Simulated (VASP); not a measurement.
These are PBE GGA, VASP's PBE PAW potentials (set 64) (plane waves; VASP) values and carry that method's errors.

VASP input:

### KPOINTS
```
Automatic mesh
0
Gamma
7 7 7
0 0 0
```

INCAR:
```
! general
SYSTEM =KBr
PREC   =Accurate
ENCUT  =500   ! plane-wave cut-off (eV)
LREAL  =F   ! projection in real space or not
LASPH  =T   ! aspherical one-centre terms

! electronic loop
EDIFF  =1E-6   ! SCF stop (eV)
NELM   =100
ALGO   =Normal
LMAXMIX=4   ! l cut-off of mixed one-centre charges

! smearing
ISMEAR =0
SIGMA  =0.05   ! width (eV)

! functional
GGA    =PE   ! PBE

! ions
IBRION =2
NSW    =40   ! most ionic steps
ISIF   =3   ! ions, shape and volume
EDIFFG =-0.02   ! ionic stop

! output
LWAVE  =F
LCHARG =F
```

### POSCAR
```
KBr
1
    0.0000000000     3.3506392248     3.3506392248
    3.3506392248     0.0000000000     3.3506392248
    3.3506392248     3.3506392248     0.0000000000
K Br
1 1
Direct
  0.0000000000   0.0000000000   0.0000000000
  0.5000000000   0.5000000000   0.5000000000
```

POTCAR, in this order: K_sv Br (PBE.64 set). Program: vasp_std.

Output of the run:

### OUTCAR
```
 ion  position               nearest neighbor table
   1  0.000  0.000  0.000-
   2  0.500  0.500  0.500-
  LATTYP: Found a face centered cubic cell.
 ALAT       =     6.7012784496
 Subroutine PRICEL returns:
 Original cell was already a primitive cell.
 Subroutine GETGRP returns: Found 48 space group operations
The static configuration has the point symmetry O_h .
The dynamic configuration has the point symmetry O_h .
 Subroutine INISYM returns: Found 48 space group operations
 Subroutine IBZKPT returns following result:
 Found     20 irreducible k-points:

 Following reciprocal coordinates:
            Coordinates               Weight
  0.000000  0.000000  0.000000      1.000000
  0.142857  0.000000  0.000000      8.000000
  0.285714  0.000000  0.000000      8.000000
  0.428571  0.000000  0.000000      8.000000
  0.142857  0.142857  0.000000      6.000000
  0.285714  0.142857  0.000000     24.000000
  0.428571  0.142857  0.000000     24.000000
 -0.428571  0.142857  0.000000     24.000000
 -0.285714  0.142857  0.000000     24.000000
 -0.142857  0.142857  0.000000     12.000000
  0.285714  0.285714  0.000000      6.000000
  0.428571  0.285714  0.000000     24.000000
 -0.428571  0.285714  0.000000     24.000000
 -0.285714  0.285714  0.000000     12.000000
  0.428571  0.428571  0.000000      6.000000
 -0.428571  0.428571  0.000000     12.000000
  0.428571  0.285714  0.142857     24.000000
 -0.428571  0.285714  0.142857     48.000000
 -0.428571  0.428571  0.142857     24.000000
 -0.285714  0.428571  0.142857     24.000000
   k-points           NKPTS =     20   k-points in BZ     NKDIM =     20   number of bands    NBANDS=     12
   number of dos      NEDOS =    301   number of ions     NIONS =      2
   total plane-waves  NPLWV =  46656
   dimension x,y,z NGX =    36 NGY =   36 NGZ =   36
...
```

OSZICAR:
```
       N       E                     dE             d eps       ncg     rms          rms(c)
DAV:   1     0.995252895973E+02    0.99525E+02   -0.69380E+03   480   0.113E+03
DAV:   2     0.474460632352E+00   -0.99051E+02   -0.91976E+02   580   0.262E+02
DAV:   3    -0.610935429667E+01   -0.65838E+01   -0.65511E+01   616   0.619E+01
DAV:   4    -0.640663019765E+01   -0.29728E+00   -0.29703E+00   892   0.112E+01
DAV:   5    -0.640734890027E+01   -0.71870E-03   -0.71869E-03   620   0.634E-01    0.289E+00
DAV:   6    -0.622530321316E+01    0.18205E+00   -0.29629E-01   592   0.279E+00    0.210E+00
DAV:   7    -0.621233701144E+01    0.12966E-01   -0.13890E-01   600   0.217E+00    0.100E+00
DAV:   8    -0.622233064457E+01   -0.99936E-02   -0.16820E-02   660   0.106E+00    0.129E-01
DAV:   9    -0.622298983678E+01   -0.65919E-03   -0.74190E-04   636   0.188E-01    0.830E-02
DAV:  10    -0.622347384852E+01   -0.48401E-03   -0.55377E-04   552   0.170E-01    0.157E-02
DAV:  11    -0.622347901584E+01   -0.51673E-05   -0.20919E-05   648   0.307E-02    0.701E-03
DAV:  12    -0.622348114009E+01   -0.21242E-05   -0.31277E-06   568   0.153E-02    0.459E-03
DAV:  13    -0.622348142525E+01   -0.28517E-06   -0.56354E-07   468   0.457E-03
   1 F= -.62234814E+01 E0= -.62234814E+01  d E =-.622348E+01
```

OUTCAR:
```
------------------------ aborting loop because EDIFF is reached ----------------------------------------
  FORCE on cell =-STRESS in cart. coord.  units (eV):
  Direction    XX          YY          ZZ          XY          YZ          ZX
  --------------------------------------------------------------------------------------
  Total        0.0251635      0.0251635      0.0251635      0.0000000      0.0000000      0.0000000
  in kB        0.5358821      0.5358821      0.5358821      0.0000000      0.0000000      0.0000000
  external PRESSURE =       0.5358821 kB  Pullay stress =       0.0000000 kB
  volume of cell :       75.23
      direct lattice vectors                 reciprocal lattice vectors
     0.000000000  3.350639225  3.350639225    -0.149225257  0.149225257  0.149225257
     3.350639225  0.000000000  3.350639225     0.149225257 -0.149225257  0.149225257
     3.350639225  3.350639225  0.000000000     0.149225257  0.149225257 -0.149225257
  FREE ENERGIE OF THE ION-ELECTRON SYSTEM (eV)
  ---------------------------------------------------
  free  energy   TOTEN  =        -6.2234814253 eV

  energy  without entropy=       -6.2234814253  energy(sigma->0) =       -6.22348143

 reached required accuracy - stopping structural energy minimisation
```
(Selected blocks of OUTCAR.)

The compound is KBr in the rock salt structure. It was relaxed first.
